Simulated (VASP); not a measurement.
The input files of a VASP run:

**INCAR**
```
SIGMA  =  0.05
PSTRESS  =  100
LCHARG  =  .FALSE.
PREC  =  Accurate
EDIFF  =  1E-6
NELM  =  100   # most electronic steps
EDIFFG  =  -0.02   # ionic stop
LWAVE  =  .FALSE.
ISMEAR  =  0   # Gaussian
LREAL  =  .FALSE.
GGA  =  PS   # PBEsol
ISIF  =  3
ENCUT  =  620   # plane-wave cut-off (eV)
ALGO  =  Normal   # blocked Davidson
IBRION  =  2
NSW  =  40   # most ionic steps
LASPH  =  .TRUE.   # aspherical one-centre terms
SYSTEM  =  C
```

### POSCAR
```
C
1
    1.2205501488    -2.1140541154     0.0000000000
    1.2205501488     2.1140541154    -0.0000000000
   -0.0000000000    -0.0000000000     5.8841840846
C
4
Direct
  0.0000000000   0.0000000000   0.2500000000
  0.0000000000   0.0000000000   0.7500000000
  0.3333330000   0.6666670000   0.2500000000
  0.6666670000   0.3333330000   0.7500000000
```

**KPOINTS**
```
Automatic mesh
0
Gamma
10 10 4
0 0 0
```

POTCAR, in this order: C (PBE.64 set). Program: vasp_std.

Q: Write an equivalent input for Ansatz.

A: One equivalent input (not run):
Ansatz 0.2 input:
```yaml
crystal:
  lattice:
    - [1.2205501, -2.1140541, 0.0000000]
    - [1.2205501, 2.1140541, 0.0000000]
    - [0.0000000, 0.0000000, 5.8841841]
  atoms:
    - { symbol: C, position: [0.0000000, 0.0000000, 0.2500000] }
    - { symbol: C, position: [0.0000000, 0.0000000, 0.7500000] }
    - { symbol: C, position: [0.3333330, 0.6666670, 0.2500000] }
    - { symbol: C, position: [0.6666670, 0.3333330, 0.7500000] }
kpoints:
  mp_grid: { grid: [10, 10, 4] }
hamiltonian:
  xc: pbesol
  pseudopotentials: { kind: paw }
scf:
  occupations: { method: gaussian, width: 0.05 }
  max_iter: 100
relax:
  max_steps: 40
  f_tol: 0.02
  cell: { p_target: 10 }
output: { forces: true, stress: true, eigenvalues: true }
```
Limits of the translation: each code has its own PAW files, so the cut-off isn't converted (ENCUT is set for VASP's; basis.ecutwfc is left out, and Ansatz then takes the one that its files recommend); Ansatz stops its SCF on the density residual and VASP on the energy change (EDIFF).

The compound is C in the graphite structure. It was relaxed first under an external pressure of 10 GPa.
